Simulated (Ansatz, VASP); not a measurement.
## Two plane-wave programs on LaPb3

Contents of INCAR:

```
SYSTEM = LaPb3
ALGO     = Normal         ! electronic algorithm
EDIFF    = 1E-6           ! SCF threshold, eV
ENCUT    = 520            ! plane-wave cutoff, eV
ISIF     = 2              ! what is computed and relaxed
ISMEAR   = 0              ! smearing method
LASPH    = .True.         ! aspherical terms in the spheres
LCHARG   = .False.        ! write CHGCAR
LREAL    = .False.        ! projectors in reciprocal space
LWAVE    = .False.        ! write WAVECAR
NBANDS   = 34             ! bands
NELM     = 60             ! most SCF steps
PREC     = Accurate       ! precision mode
SIGMA    = 0.1            ! smearing width, eV
```

File KPOINTS:

```
k-points
0
Gamma
  5 5 5
  0 0 0
```

Contents of POSCAR:

```
LaPb3
1.0
    4.8930000000      0.0000000000      0.0000000000
    0.0000000000      4.8930000000      0.0000000000
    0.0000000000      0.0000000000      4.8930000000
La Pb
1 3
Direct
    0.0000000000      0.0000000000      0.0000000000
    0.0000000000      0.5000000000      0.5000000000
    0.5000000000      0.0000000000      0.5000000000
    0.5000000000      0.5000000000      0.0000000000
```

Input for Ansatz:

```yaml
crystal:
  lattice:
    - [4.893, 0.0, 0.0]
    - [0.0, 4.893, 0.0]
    - [0.0, 0.0, 4.893]
  atoms:
    - { symbol: La, position: [0.0, 0.0, 0.0] }
    - { symbol: Pb, position: [0.0, 0.5, 0.5] }
    - { symbol: Pb, position: [0.5, 0.0, 0.5] }
    - { symbol: Pb, position: [0.5, 0.5, 0.0] }
basis:
  ecutwfc: 470.0
kpoints:
  mp_grid:
    grid: [5, 5, 5]
hamiltonian:
  xc: lda
scf:
  occupations:
    method: gaussian
    width: 0.1
output:
  stress: true
```

Alike in both runs: task single point; functional LDA; k mesh 5 × 5 × 5; occupations gaussian, width 0.1 eV; no spin polarisation.

```csv
,VASP,Ansatz
version,VASP 6.6.1,Ansatz 0.2.0
potentials or method,"VASP PAW LDA potentials, release 64 (La, Pb_d)","plane waves, PAW"
plane-wave cutoff (eV),520,470
valence electrons in the cell,53,53
```

Ansatz gave:

* pressure (GPa): -2.1

Which values does VASP return?

Pressure (GPa): -2.0.

The runs have no spin-orbit coupling, so splittings on La, Pb are missing.
